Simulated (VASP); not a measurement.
A convergence study with VASP on Cu (fcc): one setting is varied, all else stays as given below, so the limit is that of these other settings.

```xyz
1
Lattice="0.0000 1.8050 1.8050 1.8050 0.0000 1.8050 1.8050 1.8050 0.0000" Properties=species:S:1:pos:R:3 pbc="T T T"
Cu     0.0000     0.0000     0.0000
```

Method: PBEsol GGA, VASP's PBE PAW potentials (set 64) (plane waves; VASP). The tightest run used: 550 eV cut-off, 23×23×23 Monkhorst-Pack mesh, first-order Methfessel-Paxton smearing of 0.10 eV, potentials Cu.

| setting | E (eV/atom) | pressure (GPa) | irreducible k-points |
|---|---|---|---|
| 1×1×1 mesh | -14.1772 | -96.47 | 1 |
| 2×2×2 mesh | -3.6241 | 0.79 | 2 |
| 3×3×3 mesh | -4.6373 | -9.25 | 4 |
| 4×4×4 mesh | -4.2383 | -3.12 | 10 |
| 5×5×5 mesh | -4.4009 | -5.86 | 10 |
| 6×6×6 mesh | -4.2904 | -5.40 | 28 |
| 7×7×7 mesh | -4.3422 | -5.32 | 20 |
| 8×8×8 mesh | -4.3039 | -5.32 | 60 |
| 9×9×9 mesh | -4.3154 | -5.10 | 35 |

These are the cheaper rows. Estimate the results at 23×23×23 mesh, and how far the last row shown lies from them.

```
quantity        tightest run  last row shown is off by
--------------  ------------  ------------------------
E (eV/atom)          -4.3005                   -0.0149
pressure (GPa)         -5.21                      0.11
```

Left out are rungs that failed or repeat a setting and relaxations that didn't move; long series are thinned to 24 rows.

The compound is Cu in the fcc structure. The cell was not relaxed at this level.
